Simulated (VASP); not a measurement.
VASP runs on ZnS (wurtzite) share one base input (PBE GGA, plane waves, VASP's PBE PAW potentials (set 64)) and change the settings named in each case.

### POSCAR
```
ZnS
3.89640
  0.5000000000  -0.8660253054   0.0000000000
  0.5000000000   0.8660253054   0.0000000000
  0.0000000000   0.0000000000   1.6387434555
Zn S
2 2
direct
  0.6666670000   0.3333330000   0.5000000000
  0.3333330000   0.6666670000   0.0000000000
  0.6666670000   0.3333330000   0.8750000000
  0.3333330000   0.6666670000   0.3750000000
```

### KPOINTS
```
Automatic mesh
0
Gamma
6 6 3
0 0 0
```

### INCAR
```
SYSTEM = ZnS
PREC = Accurate
ENCUT = 400
EDIFF = 1E-6
NELM = 100
ALGO = Normal
LREAL = .FALSE.
LASPH = .TRUE.
ISMEAR = 0
SIGMA = 0.05
GGA = PE
LMAXMIX = 4
LWAVE = .FALSE.
LCHARG = .FALSE.
ISIF = 2
```

POTCAR, in this order: Zn S (PBE.64 set). Program: vasp_std.

| change | E(σ→0) (eV/atom) | pressure (GPa) |
|---|---|---|
| base run | -3.4160 | -2.55 |
| LDAU = .TRUE., LDAUJ = 0 0, LDAUL = 2 -1, LDAUTYPE = 2, LDAUU = 1.0 0 | -3.3717 | (withheld) |
| LDAU = .TRUE., LDAUJ = 0 0, LDAUL = 2 -1, LDAUTYPE = 2, LDAUU = 2.0 0 | -3.3316 | -3.03 |
| LDAU = .TRUE., LDAUJ = 0 0, LDAUL = 2 -1, LDAUTYPE = 2, LDAUU = 3.0 0 | -3.2957 | -3.32 |
| LDAU = .TRUE., LDAUJ = 0 0, LDAUL = 2 -1, LDAUTYPE = 2, LDAUU = 4.0 0 | -3.2642 | -3.65 |
| LDAU = .TRUE., LDAUJ = 0 0, LDAUL = 2 -1, LDAUTYPE = 2, LDAUU = 5.0 0 | -3.2370 | -4.01 |
| LDAU = .TRUE., LDAUJ = 0 0, LDAUL = 2 -1, LDAUTYPE = 2, LDAUU = 6.0 0 | -3.2142 | -4.42 |
| LDAU = .TRUE., LDAUJ = 0 0, LDAUL = 2 -1, LDAUTYPE = 2, LDAUU = 8.0 0 | -3.1822 | (withheld) |
| LDAU = .TRUE., LDAUJ = 0 0, LDAUL = 2 -1, LDAUTYPE = 2, LDAUU = 5.0 0, LMAXMIX = 2 | -3.2370 | -4.01 |

Q: Fill in the missing entries.

A: 
- LDAU = .TRUE., LDAUJ = 0 0, LDAUL = 2 -1, LDAUTYPE = 2, LDAUU = 1.0 0, pressure (GPa): -2.78
- LDAU = .TRUE., LDAUJ = 0 0, LDAUL = 2 -1, LDAUTYPE = 2, LDAUU = 8.0 0, pressure (GPa): -5.36

Energies of different potentials or functionals have different zeros.

Left out are runs that ran out of time, are held back, or changed the cell or the kind of run, fixed moments of cells without a moment, rows past the twelfth, gaps on odd meshes, pressures of charged cells and columns that move by less than the noise.

The compound is ZnS in the wurtzite structure, the high-temperature form. The cell was not relaxed at this level.
